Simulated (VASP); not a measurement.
Output of a VASP run:

File OUTCAR:
```
 ion  position               nearest neighbor table
   1  0.000  0.000  0.000-   2 2.66   2 2.66   2 2.66   2 2.66
   2  0.250  0.250  0.250-   1 2.66   1 2.66   1 2.66   1 2.66
  LATTYP: Found a face centered cubic cell.
 ALAT       =     6.1349023778
 Subroutine PRICEL returns:
 Original cell was already a primitive cell.
 Subroutine GETGRP returns: Found 24 space group operations
The static configuration has the point symmetry T_d .
The dynamic configuration has the point symmetry T_d .
 Subroutine INISYM returns: Found 24 space group operations
 Subroutine IBZKPT returns following result:
 Found     35 irreducible k-points:

 Following reciprocal coordinates:
            Coordinates               Weight
  0.000000  0.000000  0.000000      1.000000
  0.111111  0.000000  0.000000      8.000000
  0.222222  0.000000  0.000000      8.000000
  0.333333  0.000000  0.000000      8.000000
  0.444444  0.000000  0.000000      8.000000
  0.111111  0.111111  0.000000      6.000000
  0.222222  0.111111  0.000000     24.000000
  0.333333  0.111111  0.000000     24.000000
  0.444444  0.111111  0.000000     24.000000
 -0.444444  0.111111  0.000000     24.000000
 -0.333333  0.111111  0.000000     24.000000
 -0.222222  0.111111  0.000000     24.000000
 -0.111111  0.111111  0.000000     12.000000
  0.222222  0.222222  0.000000      6.000000
  0.333333  0.222222  0.000000     24.000000
  0.444444  0.222222  0.000000     24.000000
 -0.444444  0.222222  0.000000     24.000000
 -0.333333  0.222222  0.000000     24.000000
 -0.222222  0.222222  0.000000     12.000000
  0.333333  0.333333  0.000000      6.000000
  0.444444  0.333333  0.000000     24.000000
 -0.444444  0.333333  0.000000     24.000000
 -0.333333  0.333333  0.000000     12.000000
  0.444444  0.444444  0.000000      6.000000
 -0.444444  0.444444  0.000000     12.000000
  0.333333  0.222222  0.111111     24.000000
  0.444444  0.222222  0.111111     48.000000
 -0.444444  0.222222  0.111111     48.000000
  0.444444  0.333333  0.111111     24.000000
 -0.444444  0.333333  0.111111     48.000000
 -0.333333  0.333333  0.111111     48.000000
 -0.222222  0.333333  0.111111     24.000000
 -0.444444  0.444444  0.111111     24.000000
 -0.333333  0.444444  0.111111     24.000000
 -0.333333  0.444444  0.222222     24.000000
   k-points           NKPTS =     35   k-points in BZ     NKDIM =     35   number of bands    NBANDS=     13
   number of dos      NEDOS =    301   number of ions     NIONS =      2
   total plane-waves  NPLWV =  32768
   dimension x,y,z NGX =    32 NGY =   32 NGZ =   32
   dimension x,y,z NGXF=    64 NGYF=   64 NGZF=   64
   ions per type =               1   1
   PREC   = accura    normal or accurate (medium, high low for compatibility)
   ISTART =      0    job   : 0-new  1-cont  2-samecut
   ICHARG =      2    charge: 1-file 2-atom 10-const
   ISPIN  =      1    spin polarized calculation?
   LNONCOLLINEAR =      F non collinear calculations
   LSORBIT =      F    spin-orbit coupling
   INIWAV =      1    electr: 0-lowe 1-rand  2-diag
   ENCUT  =  520.0 eV  38.22 Ry    6.18 a.u.   8.07  8.07  8.07*2*pi/ulx,y,z
   NELM   =    100;   NELMIN=  2; NELMDL= -5     # of ELM steps
   EDIFF  = 0.1E-05   stopping-criterion for ELM
   LREAL  =      F    real-space projection
   NLSPLINE    = F    spline interpolate recip. space projectors
   LMAXMIX     =    4 max onsite mixed and CHGCAR
   VOSKOWN=      0    Vosko Wilk Nusair interpolation
   EDIFFG = -.1E-01   stopping-criterion for IOM
   NSW    =     60    number of steps for IOM
   NBLOCK =      1;   KBLOCK =     60    inner block; outer block
   IBRION =      2    ionic relax: 0-MD 1-quasi-New 2-CG
   NFREE  =      1    steps in history (QN), initial steepest desc. (CG)
   ISIF   =      3    stress and relaxation
   ISYM   =      2    0-nonsym 1-usesym 2-fastsym
   TEIN   =    0.0    initial temperature
   TEBEG  =    0.0;   TEEND  =   0.0 temperature during run
...
```

OSZICAR:
```
       N       E                     dE             d eps       ncg     rms          rms(c)
DAV:   1     0.791457325354E+02    0.79146E+02   -0.87150E+03   926   0.171E+03
DAV:   2    -0.147205102739E+01   -0.80618E+02   -0.77916E+02   985   0.324E+02
DAV:   3    -0.730149406992E+01   -0.58294E+01   -0.57884E+01  1150   0.741E+01
DAV:   4    -0.740659516443E+01   -0.10510E+00   -0.10506E+00  1045   0.110E+01
DAV:   5    -0.740926432452E+01   -0.26692E-02   -0.26691E-02  1154   0.156E+00    0.316E+00
DAV:   6    -0.736689297581E+01    0.42371E-01   -0.71870E-02  1276   0.476E+00    0.189E+00
DAV:   7    -0.735446642313E+01    0.12427E-01   -0.43080E-02  1035   0.194E+00    0.345E-01
DAV:   8    -0.735539528894E+01   -0.92887E-03   -0.48120E-03  1119   0.972E-01    0.762E-02
DAV:   9    -0.735586651100E+01   -0.47122E-03   -0.70779E-04  1016   0.239E-01    0.334E-02
DAV:  10    -0.735591238739E+01   -0.45876E-04   -0.57870E-05  1103   0.529E-02    0.105E-02
DAV:  11    -0.735592960744E+01   -0.17220E-04   -0.28141E-05   970   0.468E-02    0.394E-03
DAV:  12    -0.735593069942E+01   -0.10920E-05   -0.16941E-06   988   0.106E-02    0.981E-04
DAV:  13    -0.735593050206E+01    0.19736E-06   -0.78009E-08   500   0.254E-03
   1 F= -.80148767E+01 E0= -.80148521E+01  d E =-.801488E+01
```

**OUTCAR**
```
------------------------ aborting loop because EDIFF is reached ----------------------------------------
 Edisp (eV)   -0.65895
  FORCE on cell =-STRESS in cart. coord.  units (eV):
  Direction    XX          YY          ZZ          XY          YZ          ZX
  --------------------------------------------------------------------------------------
  Total      -0.01682    -0.01682    -0.01682    -0.00000    -0.00000    -0.00000
  in kB      -0.46672    -0.46672    -0.46672    -0.00000    -0.00000    -0.00000
  external pressure =       -0.47 kB  Pullay stress =        0.00 kB
  volume of cell :       57.72
      direct lattice vectors                 reciprocal lattice vectors
     0.000000000  3.067451189  3.067451189    -0.163001779  0.163001779  0.163001779
     3.067451189  0.000000000  3.067451189     0.163001779 -0.163001779  0.163001779
     3.067451189  3.067451189  0.000000000     0.163001779  0.163001779 -0.163001779
  FREE ENERGIE OF THE ION-ELECTRON SYSTEM (eV)
  ---------------------------------------------------
  free  energy   TOTEN  =        -8.0148767458 eV

  energy  without entropy=       -8.0148029499  energy(sigma->0) =       -8.01485215

 reached required accuracy - stopping structural energy minimisation
```
(Selected blocks of OUTCAR.)

POSCAR:
```
GaSb
1
   -0.0000000000     3.0674511889     3.0674511889
    3.0674511889     0.0000000000     3.0674511889
    3.0674511889     3.0674511889     0.0000000000
Ga Sb
1 1
Direct
  0.0000000000   0.0000000000   0.0000000000
  0.2500000000   0.2500000000   0.2500000000
```

Task: Write an INCAR and KPOINTS that could have produced this output.

Result: One answer among several that fit: the input of the run itself, PBE GGA with D3 dispersion (Becke-Johnson damping), plane waves, VASP's PBE PAW potentials (set 64).

**KPOINTS**
```
kpoints
0
G
 9 9 9
```

INCAR:
```
! general
SYSTEM   =  GaSb
PREC     =  Accurate
ENCUT    =  520
LREAL    =  .FALSE.
LASPH    =  .TRUE.

! electronic loop
EDIFF    =  1E-6
NELM     =  100
ALGO     =  Normal
LMAXMIX  =  4

! smearing
ISMEAR   =  1
SIGMA    =  0.1

! functional
GGA      =  PE
IVDW     =  12

! ions
IBRION   =  2
NSW      =  60
ISIF     =  3
EDIFFG   =  -0.01

! output
LWAVE    =  .FALSE.
LCHARG   =  .FALSE.
```

POTCAR, in this order: Ga_d Sb (PBE.64 set). Program: vasp_std.

The compound is GaSb in the zinc blende structure. It was relaxed first. The start is the result of an earlier pass.
